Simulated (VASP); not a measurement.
Computed with PBEsol GGA, VASP's PBE PAW potentials (set 64) (plane waves; VASP).

A VASP calculation is set up with these files.

INCAR:
```
# general
SYSTEM   = SnSe2
PREC     = Accurate
ENCUT    = 400
LREAL    = .FALSE.
LASPH    = .TRUE.

# electronic loop
EDIFF    = 1E-8
NELM     = 100
ALGO     = Normal
LMAXMIX  = 4

# smearing
ISMEAR   = 0
SIGMA    = 0.01

# functional
GGA      = PS

# ions
IBRION   = 8
NSW      = 1

# output
LWAVE    = .FALSE.
LCHARG   = .FALSE.

# other
LEPSILON = .TRUE.
```

File POSCAR:
```
SnSe2
1
    1.9097740925    -3.3078259723     0.0000000000
    1.9097740925     3.3078259723     0.0000000000
    0.0000000000     0.0000000000     6.2565583339
Sn Se
1 2
Direct
  0.0000000000   0.0000000000   0.0000000000
  0.3333330000   0.6666670000   0.2532711771
  0.6666670000   0.3333330000   0.7467288229
```

### KPOINTS
```
Automatic mesh
0
Gamma
12 12 7
0 0 0
```

POTCAR, in this order: Sn_d Se (PBE.64 set). Program: vasp_std.

The run wrote:

File OSZICAR:
```
...
RMM:  12    -0.262089853816E+01    0.18204E-06   -0.71696E-07 17910   0.754E-04    0.307E-05
RMM:  13    -0.262089978091E+01   -0.12428E-05   -0.15672E-06 15210   0.592E-04    0.112E-05
RMM:  14    -0.262089877538E+01    0.10055E-05   -0.11963E-06 13962   0.546E-04    0.416E-06
 Linear response to external field, progress :
  Direction:   3
       N       E                     dE             d eps       ncg     rms          rms(c)
RMM:   1    -0.123875331557E+01   -0.12388E+01   -0.21615E+00  5425   0.104E+01
RMM:   2    -0.248881712341E+01   -0.12501E+01   -0.33317E-01  7239   0.255E+00    0.304E+00
RMM:   3    -0.191706952107E+01    0.57175E+00   -0.77929E-01  6636   0.331E+00    0.893E-01
RMM:   4    -0.193596181661E+01   -0.18892E-01   -0.11752E-01  7059   0.130E+00    0.564E-01
RMM:   5    -0.197548082041E+01   -0.39519E-01   -0.23112E-02  6618   0.791E-01    0.153E-01
RMM:   6    -0.198008567057E+01   -0.46049E-02   -0.29224E-03  7498   0.276E-01    0.665E-02
RMM:   7    -0.198674156357E+01   -0.66559E-02   -0.36761E-04  7173   0.110E-01    0.164E-02
RMM:   8    -0.198686804090E+01   -0.12648E-03   -0.16807E-05  7634   0.296E-02    0.104E-02
RMM:   9    -0.198709712800E+01   -0.22909E-03   -0.10133E-05  6764   0.142E-02    0.175E-03
RMM:  10    -0.198708916982E+01    0.79582E-05    0.29109E-06  7574   0.492E-03    0.811E-04
RMM:  11    -0.198709605461E+01   -0.68848E-05    0.23750E-06  7406   0.240E-03    0.200E-04
RMM:  12    -0.198709302906E+01    0.30256E-05    0.31003E-06  7861   0.109E-03    0.102E-04
RMM:  13    -0.198709331390E+01   -0.28484E-06   -0.12634E-05  6806   0.697E-04    0.372E-05
RMM:  14    -0.198709251292E+01    0.80098E-06   -0.35992E-06  5909   0.549E-04    0.246E-05
RMM:  15    -0.198709238004E+01    0.13288E-06   -0.29686E-06  4179   0.513E-04    0.762E-06
 Linear response DOF=           4
 Linear response progress:
  Degree of freedom:   1/  4
       N       E                     dE             d eps       ncg     rms          rms(c)
RMM:   1    -0.209593223488E+00   -0.20959E+00    0.79937E-01 11460   0.148E+01
RMM:   2    -0.214993622565E+00   -0.54004E-02   -0.14375E-02 16886   0.100E+00    0.694E-02
RMM:   3    -0.214888748774E+00    0.10487E-03   -0.10714E-03 18510   0.257E-01    0.372E-02
RMM:   4    -0.214643532120E+00    0.24522E-03   -0.76784E-05 19101   0.764E-02    0.170E-02
RMM:   5    -0.214542361205E+00    0.10117E-03   -0.10748E-05 18972   0.277E-02    0.527E-03
RMM:   6    -0.214542267851E+00    0.93354E-07   -0.14868E-06 19916   0.948E-03    0.191E-03
RMM:   7    -0.214550051354E+00   -0.77835E-05    0.75877E-08 19631   0.340E-03    0.130E-04
RMM:   8    -0.214550215246E+00   -0.16389E-06   -0.33402E-08 19766   0.136E-03    0.684E-05
RMM:   9    -0.214550660455E+00   -0.44521E-06    0.35137E-08 20120   0.669E-04    0.243E-05
RMM:  10    -0.214550569235E+00    0.91221E-07    0.33757E-08 20895   0.379E-04    0.724E-06
RMM:  11    -0.214550554948E+00    0.14287E-07    0.22831E-08 21073   0.252E-04    0.517E-06
RMM:  12    -0.214550535482E+00    0.19466E-07    0.10502E-08 21303   0.193E-04    0.396E-06
RMM:  13    -0.214550480283E+00    0.55199E-07   -0.40844E-09 21549   0.162E-04    0.162E-06
RMM:  14    -0.214550480975E+00   -0.69159E-09   -0.28074E-09 21106   0.145E-04    0.132E-06
 Linear response progress:
  Degree of freedom:   2/  4
       N       E                     dE             d eps       ncg     rms          rms(c)
RMM:   1    -0.224607021136E+00   -0.22461E+00    0.83700E-01  4713   0.152E+01
RMM:   2    -0.228811633143E+00   -0.42046E-02   -0.16369E-02  6846   0.100E+00    0.111E-01
RMM:   3    -0.227917400427E+00    0.89423E-03   -0.14286E-03  7180   0.284E-01    0.634E-02
RMM:   4    -0.227273834615E+00    0.64357E-03   -0.26877E-04  7367   0.111E-01    0.297E-02
RMM:   5    -0.226923751253E+00    0.35008E-03   -0.13462E-04  7357   0.670E-02    0.772E-03
RMM:   6    -0.226930468082E+00   -0.67168E-05   -0.21606E-05  7465   0.232E-02    0.260E-03
RMM:   7    -0.226971667878E+00   -0.41200E-04   -0.63211E-06  7618   0.971E-03    0.141E-03
RMM:   8    -0.226971705361E+00   -0.37484E-07   -0.56410E-06  7667   0.365E-03    0.809E-04
RMM:   9    -0.226977711092E+00   -0.60057E-05   -0.22459E-06  7688   0.165E-03    0.182E-04
RMM:  10    -0.226974859150E+00    0.28519E-05   -0.17653E-06  7609   0.934E-04    0.729E-05
RMM:  11    -0.226975912698E+00   -0.10535E-05   -0.98378E-07  7753   0.412E-04    0.140E-05
RMM:  12    -0.226975971840E+00   -0.59142E-07   -0.36315E-07  8265   0.241E-04    0.849E-06
RMM:  13    -0.226975982767E+00   -0.10927E-07   -0.23506E-07  8267   0.169E-04    0.691E-06
RMM:  14    -0.226976013835E+00   -0.31068E-07   -0.10311E-07  8227   0.145E-04    0.264E-06
RMM:  15    -0.226976021120E+00   -0.72846E-08    0.46089E-08  8233   0.136E-04    0.122E-06
 Linear response progress:
  Degree of freedom:   3/  4
       N       E                     dE             d eps       ncg     rms          rms(c)
RMM:   1    -0.802465035674E-01   -0.80247E-01    0.62348E-02 38098   0.159E+00
RMM:   2    -0.795919573224E-01    0.65455E-03   -0.22982E-03 28689   0.305E-01    0.843E-02
RMM:   3    -0.798161100765E-01   -0.22415E-03   -0.24968E-04 33281   0.922E-02    0.439E-02
RMM:   4    -0.801068254769E-01   -0.29072E-03   -0.66461E-05 33548   0.523E-02    0.681E-03
RMM:   5    -0.801135073316E-01   -0.66819E-05   -0.91688E-06 36079   0.135E-02    0.322E-03
RMM:   6    -0.801065036596E-01    0.70037E-05   -0.12347E-05 34762   0.366E-03    0.120E-03
RMM:   7    -0.801088836286E-01   -0.23800E-05   -0.47511E-06 35250   0.130E-03    0.316E-04
RMM:   8    -0.801096383156E-01   -0.75469E-06    0.12007E-06 35808   0.556E-04    0.762E-05
RMM:   9    -0.801093929619E-01    0.24535E-06    0.35963E-07 37011   0.266E-04    0.840E-06
RMM:  10    -0.801094300054E-01   -0.37043E-07   -0.41918E-08 39093   0.180E-04    0.408E-06
RMM:  11    -0.801094316685E-01   -0.16631E-08    0.37327E-08 40292   0.152E-04    0.190E-06
 Linear response progress:
  Degree of freedom:   4/  4
       N       E                     dE             d eps       ncg     rms          rms(c)
RMM:   1    -0.998741288377E-01   -0.99874E-01    0.67874E-02  8299   0.170E+00
RMM:   2    -0.980388965883E-01    0.18352E-02   -0.25862E-03  6738   0.285E-01    0.912E-02
RMM:   3    -0.979021035165E-01    0.13679E-03   -0.30235E-04  7250   0.930E-02    0.442E-02
RMM:   4    -0.978955872447E-01    0.65163E-05   -0.49160E-05  7365   0.482E-02    0.192E-02
RMM:   5    -0.979176376544E-01   -0.22050E-04   -0.15670E-05  7361   0.262E-02    0.577E-03
RMM:   6    -0.979171977688E-01    0.43989E-06   -0.15814E-06  7380   0.796E-03    0.151E-03
RMM:   7    -0.979178545132E-01   -0.65674E-06   -0.20402E-07  7240   0.215E-03    0.573E-04
RMM:   8    -0.979178364456E-01    0.18068E-07    0.10136E-07  7119   0.950E-04    0.132E-04
RMM:   9    -0.979178997195E-01   -0.63274E-07    0.37579E-07  7485   0.452E-04    0.549E-05
RMM:  10    -0.979177729207E-01    0.12680E-06    0.68921E-08  7999   0.216E-04    0.152E-05
RMM:  11    -0.979177852939E-01   -0.12373E-07   -0.22334E-08  7876   0.157E-04    0.535E-06
RMM:  12    -0.979177958954E-01   -0.10602E-07    0.89778E-08  8030   0.139E-04    0.165E-06
RMM:  13    -0.979178015254E-01   -0.56300E-08    0.13494E-07  7752   0.132E-04    0.493E-07
RMM:  14    -0.979178016688E-01   -0.14344E-09    0.13342E-07  6491   0.130E-04    0.162E-07
RMM:  15    -0.979178017715E-01   -0.10263E-09    0.11365E-07  5381   0.130E-04    0.683E-08
 Linear response finished
```

OUTCAR:
```
------------------------ aborting loop because EDIFF is reached ----------------------------------------

 HEAD OF MICROSCOPIC STATIC DIELECTRIC TENSOR (INDEPENDENT PARTICLE, excluding Hartree and local field effects)
 ------------------------------------------------------
          13.003402     0.000000     0.000000
           0.000000    13.003403    -0.000000
           0.000000    -0.000000    12.464617
 ------------------------------------------------------

 MACROSCOPIC STATIC DIELECTRIC TENSOR (including local field effects in DFT)
 ------------------------------------------------------
          12.248026     0.000000     0.000000
           0.000000    12.248027    -0.000000
           0.000000    -0.000000     9.588065
 ------------------------------------------------------

 PIEZOELECTRIC TENSOR (including local field effects)  for field in x, y, z        (e  Angst)
          XX          YY          ZZ          XY          YZ          ZX
  --------------------------------------------------------------------------------
  x     0.00000     0.00000     0.00000     0.00000     0.00000     0.00000
  y     0.00000     0.00000     0.00000     0.00000     0.00000     0.00000
  z     0.00000     0.00000     0.00000     0.00000     0.00000     0.00000

 PIEZOELECTRIC TENSOR (including local field effects)  for field in x, y, z        (C/m^2)
          XX          YY          ZZ          XY          YZ          ZX
  --------------------------------------------------------------------------------
  x     0.00000     0.00000     0.00000     0.00000     0.00000     0.00000
  y     0.00000     0.00000     0.00000     0.00000     0.00000     0.00000
  z     0.00000     0.00000     0.00000     0.00000     0.00000     0.00000

 BORN EFFECTIVE CHARGES (including local field effects) (in |e|, cummulative output)
 ---------------------------------------------------------------------------------
 ion    1
    1     5.08738     0.00000     0.00000
    2     0.00000     5.08738    -0.00000
    3    -0.00000     0.00000     1.96407
 ion    2
    1    -2.54369     0.00000     0.00000
    2     0.00000    -2.54369    -0.00000
    3     0.00000     0.00000    -0.98203
 ion    3
    1    -2.54369     0.00000     0.00000
    2     0.00000    -2.54369     0.00000
    3     0.00000     0.00000    -0.98203

   1 f  =    7.370242 THz    46.308595 2PiTHz  245.844804 cm-1    30.480857 meV
             X         Y         Z           dx          dy          dz
      0.000000  0.000000  0.000000     0.000000   -0.000000   -0.755353
      1.909774  1.102611  1.584606     0.000000   -0.000000    0.463380
      1.909774 -1.102611  4.671952    -0.000000    0.000000    0.463380

   2 f  =    5.409158 THz    33.986743 2PiTHz  180.430093 cm-1    22.370470 meV
             X         Y         Z           dx          dy          dz
      0.000000  0.000000  0.000000     0.000000   -0.000000    0.000000
      1.909774  1.102611  1.584606     0.000000    0.000000    0.707107
      1.909774 -1.102611  4.671952    -0.000000   -0.000000   -0.707107

   3 f  =    4.348773 THz    27.324147 2PiTHz  145.059454 cm-1    17.985072 meV
             X         Y         Z           dx          dy          dz
      0.000000  0.000000  0.000000     0.000000   -0.755857   -0.000000
      1.909774  1.102611  1.584606    -0.000000    0.462969   -0.000000
      1.909774 -1.102611  4.671952    -0.000000    0.462969   -0.000000

   4 f  =    4.348773 THz    27.324145 2PiTHz  145.059445 cm-1    17.985071 meV
             X         Y         Z           dx          dy          dz
      0.000000  0.000000  0.000000     0.755857    0.000000    0.000000
      1.909774  1.102611  1.584606    -0.462969   -0.000000   -0.000000
      1.909774 -1.102611  4.671952    -0.462969   -0.000000    0.000000

   5 f  =    3.508469 THz    22.044363 2PiTHz  117.029938 cm-1    14.509856 meV
             X         Y         Z           dx          dy          dz
      0.000000  0.000000  0.000000    -0.000000   -0.000000   -0.000000
      1.909774  1.102611  1.584606    -0.000000   -0.707107   -0.000000
      1.909774 -1.102611  4.671952     0.000000    0.707107   -0.000000

   6 f  =    3.508469 THz    22.044361 2PiTHz  117.029930 cm-1    14.509856 meV
             X         Y         Z           dx          dy          dz
      0.000000  0.000000  0.000000     0.000000   -0.000000   -0.000000
      1.909774  1.102611  1.584606    -0.707107    0.000000    0.000000
      1.909774 -1.102611  4.671952     0.707107   -0.000000   -0.000000

   7 f/i=    0.001972 THz     0.012391 2PiTHz    0.065781 cm-1     0.008156 meV
             X         Y         Z           dx          dy          dz
      0.000000  0.000000  0.000000    -0.654737    0.000173    0.000000
      1.909774  1.102611  1.584606    -0.534472    0.000141    0.000000
      1.909774 -1.102611  4.671952    -0.534472    0.000141    0.000000

   8 f/i=    0.001972 THz     0.012391 2PiTHz    0.065781 cm-1     0.008156 meV
             X         Y         Z           dx          dy          dz
      0.000000  0.000000  0.000000    -0.000173   -0.654737    0.000000
      1.909774  1.102611  1.584606    -0.000141   -0.534472    0.000000
      1.909774 -1.102611  4.671952    -0.000141   -0.534472    0.000000

   9 f/i=    0.002332 THz     0.014655 2PiTHz    0.077801 cm-1     0.009646 meV
             X         Y         Z           dx          dy          dz
      0.000000  0.000000  0.000000     0.000000    0.000000    0.655319
      1.909774  1.102611  1.584606     0.000000    0.000000    0.534115
      1.909774 -1.102611  4.671952     0.000000    0.000000    0.534115

 MACROSCOPIC STATIC DIELECTRIC TENSOR IONIC CONTRIBUTION
 ------------------------------------------------------
          11.296142     0.000000    -0.000000
           0.000000    11.296144    -0.000000
          -0.000000    -0.000000     0.586347
 ------------------------------------------------------

 ELASTIC MODULI CONTR FROM IONIC RELAXATION (kBar)
 Direction    XX          YY          ZZ          XY          YZ          ZX
 --------------------------------------------------------------------------------
 XX        -149.5163   -133.5747   -357.7637      0.0000    -40.1857      0.0000
...
```
(Selected blocks of OUTCAR.)

File OUTCAR:
```
 val. band max:        3.8090051866   @ k =   0.1667   0.0000   0.1429

 cond. band min:       4.4276069873   @ k =  -0.0000   0.4167   0.2857


 Fermi energy:         3.8801410628

 k-point     1 :       0.0000    0.0000    0.0000
  band No.  band energies     occupation
      1     -17.3108      2.00000
      2     -17.3108      2.00000
      3     -17.2730      2.00000
      4     -17.2608      2.00000
      5     -17.2608      2.00000
      6      -9.9821      2.00000
      7      -8.3651      2.00000
      8      -2.3898      2.00000
      9       3.2659      2.00000
     10       3.2660      2.00000
     11       3.5401      2.00000
     12       3.5401      2.00000
     13       3.6464      2.00000
     14       4.7361      0.00000
     15       6.8002      0.00000
     16       8.4166      0.00000
     17       8.4166      0.00000

 k-point     2 :       0.0833   -0.0000    0.0000
  band No.  band energies     occupation
      1     -17.3137      2.00000
      2     -17.3081      2.00000
      3     -17.2710      2.00000
      4     -17.2626      2.00000
      5     -17.2606      2.00000
      6      -9.9141      2.00000
      7      -8.3200      2.00000
      8      -2.3703      2.00000
      9       2.4265      2.00000
     10       2.9524      2.00000
     11       3.1160      2.00000
     12       3.6995      2.00000
     13       3.7250      2.00000
     14       5.3781      0.00000
     15       7.2301      0.00000
     16       8.1589      0.00000
     17       8.5488      0.00000

 k-point     3 :       0.1667    0.0000    0.0000
  band No.  band energies     occupation
      1     -17.3223      2.00000
      2     -17.3015      2.00000
      3     -17.2690      2.00000
      4     -17.2636      2.00000
      5     -17.2594      2.00000
      6      -9.7145      2.00000
      7      -8.1966      2.00000
      8      -2.3465      2.00000
      9       1.2661      2.00000
     10       2.3015      2.00000
     11       2.4767      2.00000
...
```

The dielectric response may not be converged in the k-mesh; for small gaps it tends to come out too large. Tensors are in the Cartesian frame of the cell as typed. Without a dispersion term in the relaxation, distances and binding between the weakly bound layers, chains or molecules are unreliable, and so is what depends on them. Unless said otherwise, spin-orbit coupling is left out, though it shifts the bands of the heavy elements here.

The compound is SnSe2 in the 1T layered structure. It was relaxed first.
